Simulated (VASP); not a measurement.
Runs of VASP 6.6.1 on Ti. Symmetry: P6_3/mmc, No. 194, hexagonal system. Conventional cell: a = 2.936 Å, b = 2.936 Å, c = 4.641 Å, α = 90.00°, β = 90.00°, γ = 120.00°. Ti (site symmetry -6m2) has 12 Ti at 2.87 to 2.94 Å as nearest neighbours. 

```csv
task,level,potentials or basis,cell,k mesh,cutoff (eV),mesh quality,gap on the mesh (eV),pressure (GPa),relaxed volume (Å³/atom)
relaxation of cell and atoms,PBEsol,"VASP PAW PBE potentials, release 64 (Ti)",relaxed,18 × 18 × 10,580,not flagged,none,0.0,16.54
relaxation of cell and atoms,PBEsol,"VASP PAW PBE potentials, release 64 (Ti_sv)",relaxed,6 × 6 × 4,600,coarse,none,0.0,(a)
single point,PBEsol,"VASP PAW PBE potentials, release 64 (Ti_sv)",as given,18 × 18 × 10,520,not flagged,none,-4.4,-
relaxation of cell and atoms,RPBE,"VASP PAW PBE potentials, release 64 (Ti_sv)",relaxed,18 × 18 × 10,600,not flagged,none,0.0,17.85
relaxation of cell and atoms,LDA,"VASP PAW LDA potentials, release 64 (Ti_sv)",relaxed,18 × 18 × 10,600,not flagged,none,0.0,(b)
```

Alike in all rows: no spin polarisation; smearing gaussian 0.1 eV.

Problem. Estimate the missing entries.

Solution. (a) 16.68; (b) 16.08.

Caveats: some runs use coarse meshes; the PAW data sets were made with another functional, which shifts forces and pressure a little (some runs).

A gap of «none» marks a metal or a gap under the smearing width.

The runs don't all hold the same shells in valence.

Runs at the PBE level aren't shown here.
